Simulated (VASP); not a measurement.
Data:

```xyz
3
Lattice="3.2852 0.0000 0.0000 -1.6426 2.8450 0.0000 0.0000 0.0000 17.1306" Properties=species:S:1:pos:R:3 pbc="T T T"
Ba     1.6426     0.9483     8.5653
F      0.0000     1.8967     7.0000
F      0.0000     1.8967    10.1306
```

Calculation: PBE GGA, VASP's PBE PAW potentials (set 64) (plane waves; VASP). Run with 400 eV cut-off, 9×9×1 Γ-centred mesh, Gaussian smearing of 0.10 eV, potentials Ba_sv F.

The cell holds a wide vacuum, so values per volume refer to the whole cell.

Question: What does the run give for the energy per atom (σ→0)?

Answer: 
* **energy per atom (σ→0)**: -4.667 eV/atom

The cell is a sheet with vacuum, built from a generated structure.
